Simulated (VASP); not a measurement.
These are RPBE GGA, VASP's PBE PAW potentials (set 64) (plane waves; VASP 6.6.1) values and carry that method's errors.

A VASP calculation is set up with these files.

INCAR:
```
# general
SYSTEM   =  Os
PREC     =  Accurate
ENCUT    =  520   # plane-wave cut-off (eV)
LREAL    =  .FALSE.
LASPH    =  .TRUE.   # aspherical one-centre terms

# electronic loop
EDIFF    =  1E-6
NELM     =  100   # most electronic steps
ALGO     =  Normal   # blocked Davidson
LMAXMIX  =  6   # l cut-off of mixed one-centre charges

# smearing
ISMEAR   =  1   # Methfessel-Paxton
SIGMA    =  0.1   # width (eV)

# functional
GGA      =  RP   # RPBE

# ions
IBRION   =  2   # conjugate gradients
NSW      =  60   # most ionic steps
ISIF     =  3   # ions, shape and volume
EDIFFG   =  -0.01   # ionic stop

# output
LWAVE    =  .FALSE.
LCHARG   =  .FALSE.
```

**KPOINTS**
```
Automatic mesh
0
Gamma
14 14 8
0 0 0
```

POSCAR:
```
Os
1
    1.3820705377    -2.3938160253     0.0000000000
    1.3820705377     2.3938160253    -0.0000000000
   -0.0000000000    -0.0000000000     4.3545879748
Os
2
Direct
  0.3333330000   0.6666670000   0.2500000000
  0.6666670000   0.3333330000   0.7500000000
```

POTCAR, in this order: Os (PBE.64 set). Program: vasp_std.

Output of the run:

File OSZICAR:
```
       N       E                     dE             d eps       ncg     rms          rms(c)
DAV:   1     0.103739176471E+03    0.10374E+03   -0.76135E+03  2880   0.128E+03
DAV:   2    -0.147881038194E+02   -0.11853E+03   -0.10771E+03  3044   0.395E+02
DAV:   3    -0.223364257129E+02   -0.75483E+01   -0.68733E+01  3632   0.790E+01
DAV:   4    -0.225638994183E+02   -0.22747E+00   -0.22502E+00  3052   0.139E+01
DAV:   5    -0.225664463680E+02   -0.25469E-02   -0.25455E-02  3340   0.126E+00    0.210E+01
DAV:   6    -0.215151493183E+02    0.10513E+01   -0.11806E+00  3092   0.991E+00    0.958E+00
DAV:   7    -0.212042483110E+02    0.31090E+00   -0.85446E-01  3300   0.833E+00    0.387E-01
DAV:   8    -0.211992227307E+02    0.50256E-02   -0.76606E-03  2972   0.731E-01    0.272E-01
DAV:   9    -0.211971830049E+02    0.20397E-02   -0.14295E-03  3096   0.466E-01    0.515E-02
DAV:  10    -0.211972264831E+02   -0.43478E-04   -0.77273E-05  3176   0.926E-02    0.105E-02
DAV:  11    -0.211971892779E+02    0.37205E-04   -0.83594E-06  2988   0.340E-02    0.108E-03
DAV:  12    -0.211971887118E+02    0.56614E-06   -0.14947E-07  1548   0.457E-03
   1 F= -.21197189E+02 E0= -.21196718E+02  d E =-.211972E+02
```

OUTCAR:
```
------------------------ aborting loop because EDIFF is reached ----------------------------------------
  FORCE on cell =-STRESS in cart. coord.  units (eV):
  Direction    XX          YY          ZZ          XY          YZ          ZX
  --------------------------------------------------------------------------------------
  Total        0.0052025      0.0052025      0.0063774      0.0000000      0.0000000      0.0000000
  in kB        0.2892843      0.2892842      0.3546158      0.0000000      0.0000000      0.0000000
  external PRESSURE =       0.3110614 kB  Pullay stress =       0.0000000 kB
  volume of cell :       28.81
      direct lattice vectors                 reciprocal lattice vectors
     1.382070538 -2.393816025  0.000000000     0.361776036 -0.208871523  0.000000000
     1.382070538  2.393816025  0.000000000     0.361776036  0.208871523  0.000000000
     0.000000000  0.000000000  4.354587975     0.000000000  0.000000000  0.229642852
 POSITION                                       TOTAL-FORCE (eV/Angst)
 -----------------------------------------------------------------------------------
      1.38207      0.79794      1.08865         0.000000     -0.000000      0.000000
      1.38207     -0.79794      3.26594        -0.000000      0.000000      0.000000
 -----------------------------------------------------------------------------------
    total drift:                                0.000000      0.000025     -0.000020
  FREE ENERGIE OF THE ION-ELECTRON SYSTEM (eV)
  ---------------------------------------------------
  free  energy   TOTEN  =       -21.1971887118 eV

  energy  without entropy=      -21.1957756429  energy(sigma->0) =      -21.19671769

 reached required accuracy - stopping structural energy minimisation
```
(Selected blocks of OUTCAR.)

The compound is Os in the hcp structure. It was relaxed first. The start is the result of an earlier pass.
